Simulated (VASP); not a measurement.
VASP runs on ZnS (space group P6_3mc) share one base input (PBE GGA, plane waves, VASP's PBE PAW potentials (set 64)) and change the settings named in each case.

### INCAR
```
SYSTEM  =  ZnS
PREC  =  Accurate; ENCUT  =  300; LREAL  =  F
LASPH  =  T
EDIFF  =  1E-6; NELM  =  100; ALGO  =  Normal
LMAXMIX  =  4
ISMEAR  =  0; SIGMA  =  0.01
GGA  =  PE
ISIF  =  2
LWAVE  =  F; LCHARG  =  F
```

KPOINTS:
```
Automatic mesh
0
Gamma
5 5 1
0 0 0
```

**POSCAR**
```
ZnS
19.0355040
  0.2038659969   0.0000000000   0.0000000000
 -0.1019329985   0.1765531399   0.0000000000
  0.0000000000   0.0000000000   1.0000000000
Zn S
6 6
Cartesian
 -0.0000001019   0.1177021521   0.8332600000
  0.1019331004   0.0588509878   0.3332600000
  0.1019331004   0.0588509878   0.6668600000
 -0.0000001019   0.1177021521   0.1668600000
  0.0000000000   0.0000000000   0.4999400000
  0.0000000000   0.0000000000   0.9999400000
 -0.0000001019   0.1177021521   0.9581200000
  0.1019331004   0.0588509878   0.4581200000
  0.1019331004   0.0588509878   0.7917100000
 -0.0000001019   0.1177021521   0.2917100000
  0.0000000000   0.0000000000   0.6251100000
  0.0000000000   0.0000000000   0.1251100000
```

POTCAR, in this order: Zn S (PBE.64 set). Program: vasp_std.

| change | E(σ→0) (eV/atom) | pressure (GPa) | −TS (eV) |
|---|---|---|---|
| base run | -3.4185 | -1.70 | 0.0000 |
| EDIFF = 1E-09, ENCUT = 420, KPOINTS 7×7×2 Γ-centred mesh | -3.4224 | [?] | 0.0000 |
| KPOINTS 4×4×4 Γ-centred mesh | -3.4107 | [?] | 0.0000 |
| ENCUT = 150, GGA removed, ISMEAR = -1, SIGMA = 0.5, KPOINTS 2×2×2 Γ-centred mesh, POTCAR Zn S (LDA.64 set) | -0.3002 | -229.21 | -1.5872 |
| EDIFF = 1E-04, ENCUT = 180, ISMEAR = 1, SIGMA = 0.272, KPOINTS 3×3×3 Γ-centred mesh shifted by (0.5, 0.5, 0.5) | -2.7743 | -76.74 | 0.0190 |
| ENCUT = 240, GGA removed, ISMEAR = 1, SIGMA = 0.136, KPOINTS 6×6×6 Γ-centred mesh, POTCAR Zn S (LDA.64 set) | -4.0270 | -14.10 | 0.0013 |

What belongs in the gaps?

- KPOINTS 4×4×4 Γ-centred mesh, pressure (GPa): -1.61
- EDIFF = 1E-09, ENCUT = 420, KPOINTS 7×7×2 Γ-centred mesh, pressure (GPa): -1.71

Energies of different potentials or functionals have different zeros.  At 300 eV the pressure can carry a Pulay error.

Left out are runs that ran out of time, are held back, or changed the cell or the kind of run, fixed moments of cells without a moment, rows past the twelfth, gaps on odd meshes, pressures of charged cells and columns that move by less than the noise.

The structure comes from a computed database's ZnS entry; how it stands against other phases isn't given here. The cell was not relaxed at this level, its lattice was scaled by up to 2.5 %.
